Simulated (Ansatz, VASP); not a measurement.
# Cross-check of TiC between VASP and Ansatz, part 2 of 2

One calculation is typed for both programs; each brings its own data sets. How far apart do they land? The cell is taken from a series of runs on this material, whose earlier steps may have relaxed, scaled, displaced or heated it; both programs get it as it stands.

VASP 6.6.1 and Ansatz 0.2.0.

So far: Starting point; Ansatz: elastic constants, PBE.

## Step 3: VASP: elastic constants, PBE

Level of this step: PBE; plane waves and PAW (Ti_sv, C) (VASP).

The same cell, functional, mesh and smearing now go to VASP, with its own data sets.

Lines of VASP's logs that name or quote its potential files are left out, and so is its time.

INCAR reads:

```
SYSTEM = TiC
PREC = Accurate
ENCUT = 600
EDIFF = 1E-08
NELM = 120
ISMEAR = 1
SIGMA = 0.25
LREAL = .FALSE.
ALGO = Normal
GGA = PE
NBANDS = 14
LASPH = .TRUE.
LORBIT = 11
LWAVE = .FALSE.
LCHARG = .FALSE.
ISIF = 3
IBRION = 6
NFREE = 2
POTIM = 0.015
NSW = 1
GGA_COMPAT = .FALSE.
KPAR = 2
```

POSCAR reads:

```
TiC
1.0
    0.0000000000      2.1663848557      2.1663848557
    2.1663848557      0.0000000000      2.1663848557
    2.1663848557      2.1663848557      0.0000000000
Ti C
1 1
Direct
    0.0000000000      0.0000000000      0.0000000000
    0.5000000000      0.5000000000      0.5000000000
```

KPOINTS reads:

```
Automatic mesh
0
Gamma
30 30 30
0 0 0
```

PAW data sets: Ti_sv and C (PBE family, release 64).

Run with:

```console
> mpirun -np 2 vasp_std
```

Numbers of over 12 decimals in the logs are rounded to 6 here.

The program printed:

```text
[banner, memory and clock lines left out]
running    2 mpi-ranks, on    1 nodes
 distrk:  each k-point on    1 cores,    2 groups
 distr:  one band on    1 cores,    1 groups

 POSCAR found type information on POSCAR TiC
 POSCAR found :  2 types and       2 ions
 LDA part: xc-table for (Slater+PW92), standard interpolation
 POSCAR, INCAR and KPOINTS ok, starting setup
 FFT: planning ... GRIDC
 FFT: planning ... GRID_SOFT
 FFT: planning ... GRID
 WAVECAR not read
 entering main loop
       N       E                     dE             d eps       ncg     rms          rms(c)
DAV:   1     0.129036618692E+03    0.12904E+03   -0.88999E+03 21076   0.151E+03
DAV:   2    -0.152525966558E+02   -0.14429E+03   -0.13576E+03 22232   0.372E+02
DAV:   3    -0.239507527434E+02   -0.86982E+01   -0.84976E+01 28342   0.880E+01
DAV:   4    -0.243164839455E+02   -0.36573E+00   -0.36537E+00 26014   0.163E+01
DAV:   5    -0.243251429931E+02   -0.86590E-02   -0.86584E-02 28626   0.223E+00    0.182E+01
DAV:   6    -0.193694260247E+02    0.49557E+01   -0.13531E+01 30020   0.604E+01    0.707E+00
DAV:   7    -0.187526517323E+02    0.61677E+00   -0.23869E+00 25400   0.231E+01    0.500E+00
DAV:   8    -0.187268239361E+02    0.25828E-01   -0.11116E-01 23540   0.374E+00    0.356E+00
DAV:   9    -0.187126490945E+02    0.14175E-01   -0.12414E-01 26084   0.492E+00    0.693E-01
DAV:  10    -0.187125228983E+02    0.12620E-03   -0.13068E-02 27934   0.136E+00    0.682E-01
DAV:  11    -0.187101572268E+02    0.23657E-02   -0.35158E-03 23296   0.907E-01    0.282E-01
DAV:  12    -0.187098812154E+02    0.27601E-03   -0.60540E-04 26540   0.355E-01    0.438E-02
DAV:  13    -0.187098735808E+02    0.76345E-05   -0.67300E-05 23792   0.889E-02    0.117E-02
DAV:  14    -0.187098722660E+02    0.13149E-05   -0.23527E-06 28278   0.229E-02    0.280E-03
DAV:  15    -0.187098723588E+02   -0.92886E-07   -0.18265E-07 23980   0.515E-03    0.157E-03
DAV:  16    -0.187098723354E+02    0.23415E-07   -0.35276E-08 26382   0.256E-03    0.403E-04
DAV:  17    -0.187098723360E+02   -0.58276E-09   -0.28247E-09 12730   0.764E-04
   1 F= -.18709872E+02 E0= -.18710032E+02  d E =0.477775E-03
[... from here on, the cycles between the ionic steps are left out ...]
   2 F= -.18703236E+02 E0= -.18703404E+02  d E =0.502916E-03
   9 F= -.18707476E+02 E0= -.18707637E+02  d E =0.483802E-03
  10 F= -.18707476E+02 E0= -.18707637E+02  d E =0.483802E-03
  11 F= -.18707476E+02 E0= -.18707637E+02  d E =0.483802E-03
  12 F= -.18707476E+02 E0= -.18707637E+02  d E =0.483802E-03
  13 F= -.18707476E+02 E0= -.18707637E+02  d E =0.483802E-03
  14 F= -.18708822E+02 E0= -.18708982E+02  d E =0.480056E-03
  15 F= -.18708822E+02 E0= -.18708982E+02  d E =0.480057E-03
  16 F= -.18708821E+02 E0= -.18708981E+02  d E =0.480055E-03
 Finite differences progress:
  Degree of freedom:   8/  8
  Displacement:        1/  2
  Total:              15/ 16
 bond charge predicted
       N       E                     dE             d eps       ncg     rms          rms(c)
DAV:   1    -0.187099059581E+02   -0.10848E-02   -0.13532E+00 55818   0.683E+00    0.199E-01
DAV:   2    -0.187091968413E+02    0.70912E-03   -0.82190E-03 65298   0.725E-01    0.101E-01
DAV:   3    -0.187088057792E+02    0.39106E-03   -0.10287E-03 66886   0.267E-01    0.226E-02
DAV:   4    -0.187088196721E+02   -0.13893E-04   -0.14509E-04 62424   0.924E-02    0.193E-02
DAV:   5    -0.187088208923E+02   -0.12202E-05   -0.21578E-06 75760   0.200E-02    0.668E-03
DAV:   6    -0.187088211445E+02   -0.25219E-06   -0.90840E-07 75794   0.130E-02    0.346E-03
DAV:   7    -0.187088211650E+02   -0.20454E-07   -0.98682E-08 66318   0.375E-03    0.269E-03
DAV:   8    -0.187088211860E+02   -0.21040E-07   -0.30680E-08 62400   0.229E-03    0.275E-04
DAV:   9    -0.187088211856E+02    0.39881E-09   -0.22059E-09 32934   0.522E-04
  17 F= -.18708821E+02 E0= -.18708981E+02  d E =0.480055E-03
 Finite differences progress:
  Degree of freedom:   8/  8
  Displacement:        2/  2
  Total:              16/ 16
```

Parts of OUTCAR (step 3):

```text
ion  position               nearest neighbor table
   1  0.000  0.000  0.000-   2 2.17   2 2.17   2 2.17   2 2.17   2 2.17   2 2.17
   2  0.500  0.500  0.500-   1 2.17   1 2.17   1 2.17   1 2.17   1 2.17   1 2.17

  LATTYP: Found a face centered cubic cell.
 ALAT       =     4.3327697114

 Subroutine GETGRP returns: Found 48 space group operations
 (whereof 48 operations were pure point group operations)

The static configuration has the point symmetry O_h .

 Found    752 irreducible k-points:

   k-points           NKPTS =    752   k-points in BZ     NKDIM =    752   number of bands    NBANDS=     14

   dimension x,y,z NGX =    24 NGY =   24 NGZ =   24
   dimension x,y,z NGXF=    48 NGYF=   48 NGZF=   48

   ENCUT  =  600.0 eV  44.10 Ry    6.64 a.u.   6.12  6.12  6.12*2*pi/ulx,y,z

   NELECT =      16.0000    total number of electrons

 k-points in reciprocal lattice and weights: Automatic mesh
   0.00000000  0.00000000  0.00000000       0.000
   0.03333333  0.00000000  0.00000000       0.000
   0.06666667  0.00000000  0.00000000       0.000
   0.10000000  0.00000000  0.00000000       0.000
   0.13333333  0.00000000  0.00000000       0.000
   0.16666667  0.00000000  0.00000000       0.000
   0.20000000  0.00000000  0.00000000       0.000
   0.23333333  0.00000000  0.00000000       0.000
   0.26666667  0.00000000  0.00000000       0.000
[...]
-0.26666667  0.46666667  0.23333333       0.001
  -0.26666667  0.50000000  0.23333333       0.000

 average (electrostatic) potential at core
       1 -71.1957       2 -44.4291

 E-fermi :   9.4075

 k-point     1 :       0.0000    0.0000    0.0000
  band No.  band energies     occupation
      1     -47.1916      2.00000
      2     -23.2167      2.00000
      3     -23.2167      2.00000
      4     -23.2166      2.00000
      5      -2.9901      2.00000
      6      10.0852     -0.00086
      7      10.0852     -0.00086
      8      10.0938     -0.00072
      9      10.9627     -0.00000
     10      11.0871     -0.00000
    ...

 k-point     2 :       0.0333    0.0000    0.0000
  band No.  band energies     occupation
      1     -47.1908      2.00000
      2     -23.2223      2.00000
      3     -23.2172      2.00000
      4     -23.2171      2.00000
      5      -2.9652      2.00000
      6       9.9366     -0.01079
      7      10.0516     -0.00163
      8      10.0635     -0.00131
      9      10.6309     -0.00000
     10      10.6469     -0.00000
    ...

 k-point     3 :       0.0667    0.0000    0.0000
  band No.  band energies     occupation
      1     -47.1885      2.00000
      2     -23.2388      2.00000
      3     -23.2188      2.00000
      4     -23.2187      2.00000
      5      -2.8901      2.00000
      6       9.5881      0.06507
      7       9.8362     -0.03581
      8       9.8493     -0.03145
      9      10.4144     -0.00000
     10      10.4220     -0.00000
    ...

  Total        0.0256961      0.0179953      0.0179953     -0.0000000     -0.0000000      0.0000000
  in kB        2.0246051      1.4178549      1.4178549     -0.0000000     -0.0000000      0.0000000
  external PRESSURE =       1.6201050 kB  Pullay stress =       0.0000000 kB

  energy-cutoff  :      600.00
  volume of cell :       20.33
      direct lattice vectors                 reciprocal lattice vectors
     0.000000000  2.166384856  2.166384856    -0.230799250  0.230799250  0.230799250
     2.166384856  0.000000000  2.166384856     0.230799250 -0.230799250  0.230799250
     2.166384856  2.166384856  0.000000000     0.230799250  0.230799250 -0.230799250

 POSITION                                       TOTAL-FORCE (eV/Angst)
 -----------------------------------------------------------------------------------
      0.00000      0.00000      0.00000        -0.140154      0.000000      0.000000
      2.15138      2.16638      2.16638         0.140154      0.000000      0.000000
 -----------------------------------------------------------------------------------
    total drift:                                0.000051      0.000000      0.000000

  FREE ENERGIE OF THE ION-ELECTRON SYSTEM (eV)
  ---------------------------------------------------
  free  energy   TOTEN  =       -18.7088211856 eV

  energy  without entropy=      -18.7093012407  energy(sigma->0) =      -18.70898120

  SYMMETRIZED ELASTIC MODULI (kBar)
 Direction    XX          YY          ZZ          XY          YZ          ZX
 --------------------------------------------------------------------------------
 XX        5112.4843   1186.5664   1186.5664     -0.0000      0.0000      0.0000
 YY        1186.5664   5112.4843   1186.5664      0.0000      0.0000     -0.0000
 ZZ        1186.5664   1186.5664   5112.4843      0.0000      0.0000      0.0000
 XY          -0.0000      0.0000      0.0000   1683.1272      0.0000      0.0000
 YZ           0.0000      0.0000      0.0000      0.0000   1683.1272      0.0000
 ZX           0.0000     -0.0000      0.0000      0.0000      0.0000   1683.1272
 --------------------------------------------------------------------------------

 Eigenvectors and eigenvalues of the dynamical matrix
 ----------------------------------------------------

   1 f  =   15.418909 THz    96.879859 2PiTHz  514.319426 cm-1    63.767453 meV
             X         Y         Z           dx          dy          dz
      0.000000  0.000000  0.000000     0.000000    0.000000   -0.447748
      2.166385  2.166385  2.166385     0.000000   -0.000000    0.894160

   2 f  =   15.418909 THz    96.879859 2PiTHz  514.319426 cm-1    63.767453 meV
             X         Y         Z           dx          dy          dz
      0.000000  0.000000  0.000000    -0.000000   -0.447748   -0.000000
      2.166385  2.166385  2.166385     0.000000    0.894160    0.000000

   3 f  =   15.418909 THz    96.879859 2PiTHz  514.319426 cm-1    63.767453 meV
             X         Y         Z           dx          dy          dz
      0.000000  0.000000  0.000000     0.447748   -0.000000    0.000000
      2.166385  2.166385  2.166385    -0.894160    0.000000    0.000000

   4 f/i=    0.001330 THz     0.008358 2PiTHz    0.044369 cm-1     0.005501 meV
             X         Y         Z           dx          dy          dz
      0.000000  0.000000  0.000000    -0.712239   -0.540119   -0.022551
      2.166385  2.166385  2.166385    -0.356652   -0.270463   -0.011292

   5 f/i=    0.001330 THz     0.008358 2PiTHz    0.044369 cm-1     0.005501 meV
             X         Y         Z           dx          dy          dz
      0.000000  0.000000  0.000000     0.540571   -0.711904   -0.022309
      2.166385  2.166385  2.166385     0.270689   -0.356484   -0.011171

   6 f/i=    0.001330 THz     0.008358 2PiTHz    0.044369 cm-1     0.005501 meV
             X         Y         Z           dx          dy          dz
      0.000000  0.000000  0.000000    -0.004478   -0.031403    0.893597
      2.166385  2.166385  2.166385    -0.002243   -0.015725    0.447467

 ELASTIC MODULI CONTR FROM IONIC RELAXATION (kBar)
 Direction    XX          YY          ZZ          XY          YZ          ZX
 --------------------------------------------------------------------------------
 XX           0.0000      0.0000      0.0000      0.0000      0.0000      0.0000
 YY           0.0000      0.0000      0.0000      0.0000      0.0000      0.0000
 ZZ           0.0000      0.0000      0.0000      0.0000      0.0000      0.0000
 XY           0.0000      0.0000      0.0000      0.0000      0.0000      0.0000
 YZ           0.0000      0.0000      0.0000      0.0000      0.0000      0.0000
 ZX           0.0000      0.0000      0.0000      0.0000      0.0000      0.0000
 --------------------------------------------------------------------------------

 TOTAL ELASTIC MODULI (kBar)
 Direction    XX          YY          ZZ          XY          YZ          ZX
 --------------------------------------------------------------------------------
 XX        5112.4843   1186.5664   1186.5664     -0.0000      0.0000      0.0000
 YY        1186.5664   5112.4843   1186.5664      0.0000      0.0000     -0.0000
 ZZ        1186.5664   1186.5664   5112.4843      0.0000      0.0000      0.0000
 XY          -0.0000      0.0000      0.0000   1683.1272      0.0000      0.0000
 YZ           0.0000      0.0000      0.0000      0.0000   1683.1272      0.0000
 ZX           0.0000     -0.0000      0.0000      0.0000      0.0000   1683.1272
 --------------------------------------------------------------------------------

 total charge
# of ion       s       p       d       tot
------------------------------------------
    1        2.198   6.246   1.950  10.395
    2        0.895   1.504   0.000   2.399
--------------------------------------------------
tot          3.093   7.751   1.950  12.794

[... 3 further parts left out ...]
```

CONTCAR:

```
TiC
   1.00000000000000
     0.0000000000000000    2.1663848557000001    2.1663848557000001
     2.1663848557000001    0.0000000000000000    2.1663848557000001
     2.1663848557000001    2.1663848557000001    0.0000000000000000
  Ti              C
     1     1
Direct
     0.0000000000000000    0.0000000000000000    0.0000000000000000
     0.5034619887506444    0.4965380112493555    0.4965380112493556
```

Levels, forces or a CONTCAR printed for this step are those of its last displaced cell, not of the structure at rest.

## Step 4: Comparison

Known differences besides the potentials themselves: the cutoff is 420 eV in Ansatz and 600 eV in VASP; VASP takes each elastic constant from one size of strain, Ansatz from those that its log lists. Total energies have different zeros and are not compared.

The two programs side by side:

| quantity | Ansatz | VASP | difference |
| --- | --- | --- | --- |
| C11 (GPa) | 510.7 | 511.2 | -0.11 % |
| C22 (GPa) | 510.7 | 511.2 | -0.11 % |
| C33 (GPa) | 510.7 | 511.2 | -0.11 % |
| C12 (GPa) | 121.0 | 118.7 | +1.94 % |
| C13 (GPa) | 121.0 | 118.7 | +1.94 % |
| C23 (GPa) | 121.0 | 118.7 | +1.94 % |
| C44 (GPa) | 169.1 | 168.3 | +0.49 % |
| C55 (GPa) | 169.1 | 168.3 | +0.49 % |
| C66 (GPa) | 169.1 | 168.3 | +0.49 % |

## Step 5: Results

- difference in C12 (elastic constants, PBE): 1.9 %

What this shows: The difference in C12 is 1.9 % (elastic constants, PBE), within the 5 % picked in this series as the mark of a large difference. How closely two codes agree says nothing of how well the functional describes the real material.

[Lines on the potential files, build, host, timing and source positions are cut from VASP's logs without a mark.]

[Logs are printed without paths, hosts, clocks, repeated set-up lines and the standing remarks that a program may print on its own settings, such as how far it seeks lower states.]

[Hosts, paths, dates, database ids (printed as entryN), source tags and the programs' standing remarks are cut or masked in the printed files.]
